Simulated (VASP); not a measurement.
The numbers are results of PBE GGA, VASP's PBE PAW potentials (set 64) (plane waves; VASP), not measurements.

Input for VASP

POSCAR:
```
CaO
1.0
  0.0000000000   2.3841511399   2.3841511399
  2.3841511399   0.0000000000   2.3841511399
  2.3841511399   2.3841511399   0.0000000000
Ca O
1 1
Cart
  0.0000000000   0.0000000000   0.0000000000
  2.3841511399   2.3841511399   2.3841511399
```

KPOINTS:
```
Automatic mesh
0
Gamma
10 10 10
0 0 0
```

**INCAR**
```
SYSTEM = CaO
PREC = Accurate
ENCUT = 620
EDIFF = 1E-6
NELM = 100
ALGO = Normal
LREAL = .FALSE.
LASPH = .TRUE.
ISMEAR = 0
SIGMA = 0.05
GGA = PE
LWAVE = .FALSE.
LCHARG = .FALSE.
IBRION = 2
ISIF = 3
NSW = 40
EDIFFG = -0.02
PSTRESS = 50
```

POTCAR, in this order: Ca_sv O (PBE.64 set). Program: vasp_std.

What VASP printed:

**OSZICAR**
```
       N       E                     dE             d eps       ncg     rms          rms(c)
DAV:   1     0.146679137872E+03    0.14668E+03   -0.97404E+03  1128   0.158E+03
DAV:   2    -0.649665053548E+01   -0.15318E+03   -0.14469E+03  1296   0.361E+02
DAV:   3    -0.142284982060E+02   -0.77318E+01   -0.76668E+01  1440   0.830E+01
DAV:   4    -0.144975757424E+02   -0.26908E+00   -0.26825E+00  1656   0.137E+01
DAV:   5    -0.145023035205E+02   -0.47278E-02   -0.47276E-02  1380   0.171E+00    0.856E+00
DAV:   6    -0.128272475779E+02    0.16751E+01   -0.85851E+00  1300   0.277E+01    0.358E+00
DAV:   7    -0.127897103069E+02    0.37537E-01   -0.70192E-01  1532   0.839E+00    0.173E+00
DAV:   8    -0.127901351719E+02   -0.42487E-03   -0.81445E-02  1236   0.330E+00    0.431E-01
DAV:   9    -0.127880808023E+02    0.20544E-02   -0.24516E-02  1420   0.133E+00    0.134E-01
DAV:  10    -0.127885078845E+02   -0.42708E-03   -0.21325E-03  1184   0.479E-01    0.254E-02
DAV:  11    -0.127885643259E+02   -0.56441E-04   -0.35047E-04  1592   0.159E-01    0.291E-02
DAV:  12    -0.127885505500E+02    0.13776E-04   -0.54913E-05  1304   0.836E-02    0.471E-03
DAV:  13    -0.127885504614E+02    0.88590E-07   -0.40759E-06  1440   0.203E-02
   1 F= -.11942705E+02 E0= -.11942705E+02  d E =-.119427E+02
```

### OUTCAR
```
------------------------ aborting loop because EDIFF is reached ----------------------------------------
  FORCE on cell =-STRESS in cart. coord.  units (eV):
  Direction    XX          YY          ZZ          XY          YZ          ZX
  --------------------------------------------------------------------------------------
  Total        0.8449276      0.8449276      0.8449276      0.0000000      0.0000000     -0.0000000
  in kB       49.9457742     49.9457742     49.9457742      0.0000000      0.0000000     -0.0000000
  external PRESSURE =      -0.0542258 kB  Pullay stress =      50.0000000 kB
  volume of cell :       27.10
      direct lattice vectors                 reciprocal lattice vectors
     0.000000000  2.384151140  2.384151140    -0.209718248  0.209718248  0.209718248
     2.384151140  0.000000000  2.384151140     0.209718248 -0.209718248  0.209718248
     2.384151140  2.384151140  0.000000000     0.209718248  0.209718248 -0.209718248
  FREE ENERGIE OF THE ION-ELECTRON SYSTEM (eV)
  ---------------------------------------------------
  free  energy   TOTEN  =       -12.7885504614 eV

  energy  without entropy=      -12.7885504614  energy(sigma->0) =      -12.78855046
  enthalpy is  TOTEN    =       -11.9427054975 eV   P V=        0.8458449639

 reached required accuracy - stopping structural energy minimisation
```
(Selected blocks of OUTCAR.)

The compound is CaO in the rock salt structure. It was relaxed first under an external pressure of 5 GPa.
